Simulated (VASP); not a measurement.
All values below come from PBE GGA, VASP's PBE PAW potentials (set 64) (plane waves; VASP 6.6.1).

VASP input:

KPOINTS:
```
kpoints
0
gamma
10 10 6
```

File POSCAR:
```
Y
1
    1.9015242957    -3.2935369809     0.0000000000
    1.9015242957     3.2935369809     0.0000000000
    0.0000000000     0.0000000000     5.6438095468
Y
2
Direct
  0.3333330000   0.6666670000   0.2500000000
  0.6666670000   0.3333330000   0.7500000000
```

### INCAR
```
SYSTEM = Y
PREC = Accurate
ENCUT = 480
EDIFF = 1E-7
NELM = 100
ALGO = Normal
LREAL = .FALSE.
LASPH = .TRUE.
ISMEAR = 1
SIGMA = 0.1
GGA = PE
LMAXMIX = 4
LWAVE = .FALSE.
LCHARG = .FALSE.
ISIF = 2
```

POTCAR, in this order: Y_sv (PBE.64 set). Program: vasp_std.

Question: Estimate the energy per atom (σ→0), pressure, band gap (on the k-mesh).

Answer: 
```json
{
  "energy per atom (σ→0)": "-618.0 kJ/mol of atoms",
  "band gap (on the k-mesh)": "none (metal, semimetal or under 0.01 eV)",
  "pressure": "-28.8 kbar"
}
```

OSZICAR:
```
...
DAV:   8    -0.128097098635E+02    0.10278E-01   -0.18972E-01  2058   0.279E+00    0.141E+00
DAV:   9    -0.128084342263E+02    0.12756E-02   -0.38770E-03  2469   0.440E-01    0.315E-01
DAV:  10    -0.128085786235E+02   -0.14440E-03   -0.24763E-03  1764   0.520E-01    0.497E-01
DAV:  11    -0.128084435614E+02    0.13506E-03   -0.27530E-04  1843   0.172E-01    0.384E-02
DAV:  12    -0.128084387767E+02    0.47848E-05   -0.28761E-05  2168   0.521E-02    0.153E-02
DAV:  13    -0.128084402145E+02   -0.14378E-05   -0.41999E-06  1912   0.213E-02    0.535E-04
DAV:  14    -0.128084402437E+02   -0.29162E-07   -0.10916E-07  1757   0.212E-03
   1 F= -.12808440E+02 E0= -.12809414E+02  d E =0.292013E-02
```

The compound is Y in the hcp structure. This cell was strained or had an atom moved on purpose.
